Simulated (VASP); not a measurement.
VASP input:

File POSCAR:
```
Fe
1
   -1.4350000000     1.4350000000     1.4350000000
    1.4350000000    -1.4350000000     1.4350000000
    1.4350000000     1.4350000000    -1.4350000000
Fe
1
Direct
  0.0000000000   0.0000000000   0.0000000000
```

File KPOINTS:
```
Automatic mesh
0
Gamma
13 13 13
0 0 0
```

INCAR:
```
SYSTEM = Fe
PREC = Accurate
ENCUT = 400
EDIFF = 1E-6
NELM = 100
ALGO = Normal
LREAL = .FALSE.
LASPH = .TRUE.
ISMEAR = 1
SIGMA = 0.1
GGA = PE
LMAXMIX = 4
LORBIT = 10
LWAVE = .FALSE.
LCHARG = .FALSE.
ISIF = 2
ISPN = 2
```

POTCAR, in this order: Fe (PBE.64 set). Program: vasp_std.

What VASP printed:

File standard output:
```
 POSCAR found type information on POSCAR Fe
 POSCAR found :  1 types and       1 ions
 Reading from existing POTCAR
 Reading from existing POTCAR
 LDA part: xc-table for (Slater+PW92), standard interpolation
 POSCAR, INCAR and KPOINTS ok, starting setup
 WAVECAR not read
 entering main loop
       N       E                     dE             d eps       ncg     rms          rms(c)
DAV:   1     0.952514117361E+01    0.95251E+01   -0.36339E+03  1392   0.100E+03
DAV:   2    -0.906600498274E+01   -0.18591E+02   -0.18134E+02  1368   0.116E+02
DAV:   3    -0.918462199313E+01   -0.11862E+00   -0.11849E+00  1736   0.131E+01
DAV:   4    -0.918525551012E+01   -0.63352E-03   -0.63349E-03  1560   0.795E-01
DAV:   5    -0.918526235533E+01   -0.68452E-05   -0.68458E-05  1736   0.647E-02    0.107E+01
DAV:   6    -0.782864449755E+01    0.13566E+01   -0.17696E+01  1384   0.716E+01    0.316E+00
DAV:   7    -0.766187371442E+01    0.16677E+00   -0.14448E+00  1368   0.194E+01    0.798E-01
DAV:   8    -0.764913467863E+01    0.12739E-01   -0.15352E-02  1896   0.148E+00    0.314E-01
DAV:   9    -0.764584936765E+01    0.32853E-02   -0.24976E-03  1792   0.411E-01    0.622E-02
DAV:  10    -0.764585444074E+01   -0.50731E-05   -0.53765E-06  1552   0.260E-02    0.191E-02
DAV:  11    -0.764585349987E+01    0.94087E-06   -0.26584E-07   848   0.714E-03
   1 F= -.76458535E+01 E0= -.76458749E+01  d E =0.641185E-04
```

**OUTCAR**
```
------------------------ aborting loop because EDIFF is reached ----------------------------------------
  FORCE on cell =-STRESS in cart. coord.  units (eV):
  Direction    XX          YY          ZZ          XY          YZ          ZX
  --------------------------------------------------------------------------------------
  Total       -1.8551367     -1.8551367     -1.8551367      0.0000000      0.0000000     -0.0000000
  in kB     -251.4610903   -251.4610903   -251.4610903      0.0000000      0.0000000     -0.0000000
  external PRESSURE =    -251.4610903 kB  Pullay stress =       0.0000000 kB
  volume of cell :       11.82
      direct lattice vectors                 reciprocal lattice vectors
    -1.435000000  1.435000000  1.435000000     0.000000000  0.348432056  0.348432056
     1.435000000 -1.435000000  1.435000000     0.348432056  0.000000000  0.348432056
     1.435000000  1.435000000 -1.435000000     0.348432056  0.348432056  0.000000000
 POSITION                                       TOTAL-FORCE (eV/Angst)
 -----------------------------------------------------------------------------------
      0.00000      0.00000      0.00000        -0.000000     -0.000000     -0.000000
 -----------------------------------------------------------------------------------
    total drift:                                0.000000      0.000000      0.000000
  FREE ENERGIE OF THE ION-ELECTRON SYSTEM (eV)
  ---------------------------------------------------
  free  energy   TOTEN  =        -7.6458534999 eV

  energy  without entropy=       -7.6459176184  energy(sigma->0) =       -7.64587487

 total charge

# of ion       s       p       d       tot
------------------------------------------
    1        0.461   0.491   6.228   7.180
```
(Selected blocks of OUTCAR.)

Task: The run ends quietly. Is anything wrong with it?

Result: The cause: ISPIN is misspelt, so the run is not spin-polarised. The run ends without an error. Against the sound run, the energy per atom (σ→0) increases by 0.580 eV/atom; the pressure drops by 17.06 GPa. To mend it, set ISPIN = 2, set MAGMOM = 2.5, remove ISPN.

The mended run (PBE GGA, plane waves, VASP's PBE PAW potentials (set 64)) converges, and its OSZICAR ends with
```
   1 F= -.82262588E+01 E0= -.82261999E+01  d E =-.176767E-03  mag=     2.2181
```

The compound is Fe in the bcc structure. The cell was not relaxed at this level. The run is not spin-polarised, so no magnetic state was tried.
